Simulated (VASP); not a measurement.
A VASP calculation is set up with these files.

**POSCAR**
```
HfC
3.2866340
  0.0000000000   0.7071067853   0.7071067853
  0.7071067853   0.0000000000   0.7071067853
  0.7071067853   0.7071067853   0.0000000000
Hf C
1 1
Cart
  0.0000000000   0.0000000000   0.0000000000
  0.7071067853   0.7071067853   0.7071067853
```

File KPOINTS:
```
K-points
0
Gamma
  14 14 14
```

### INCAR
```
PARAM1 = 0.1833333333
ISMEAR = 1   ! Methfessel-Paxton
LUSE_VDW = .TRUE.
SIGMA = 0.1   ! width (eV)
ALGO = Normal
PREC = Accurate
NELM = 100
LMAXMIX = 6
LASPH = .TRUE.   ! aspherical one-centre terms
GGA = BO
SYSTEM = HfC
LWAVE = .FALSE.
ENCUT = 520   ! plane-wave cut-off (eV)
LCHARG = .FALSE.
AGGAC = 0.0
PARAM2 = 0.22
LREAL = .FALSE.
EDIFF = 1E-7   ! SCF stop (eV)
ISIF = 2   ! forces and stress, cell fixed
```

POTCAR, in this order: Hf_pv C (PBE.64 set). Program: vasp_std.

Translate this optB88-vdW calculation to Quantum ESPRESSO's pw.x.

One equivalent input (not run):
```
&CONTROL
  calculation = 'scf'
  pseudo_dir = './pseudo'
  outdir = './out'
  tprnfor = .true.
  tstress = .true.
/
&SYSTEM
  ibrav = 0
  nat = 2
  ntyp = 2
  ecutwfc = 82
  occupations = 'smearing'
  smearing = 'methfessel-paxton'
  degauss = 0.00735
  input_dft = 'vdw-df-obk8'
/
&ELECTRONS
  conv_thr = 7.3e-09
  electron_maxstep = 100
/
ATOMIC_SPECIES
  Hf 178.490 Hf.upf
  C 12.011 C.upf
CELL_PARAMETERS angstrom
     0.0000000    2.3240012    2.3240012
     2.3240012    0.0000000    2.3240012
     2.3240012    2.3240012    0.0000000
ATOMIC_POSITIONS crystal
  Hf   0.0000000  0.0000000  0.0000000
  C    0.5000000  0.5000000  0.5000000
K_POINTS automatic
  14 14 14 0 0 0
```
Limits of the translation: the potentials are each code's own (VASP's PAW set, PseudoDojo norm-conserving files in pw.x), so ENCUT and ecutwfc are chosen apart and not converted; conv_thr bounds pw.x's estimated SCF error, while EDIFF bounds the energy change between steps.

The compound is HfC in the rock salt structure. It was relaxed first.
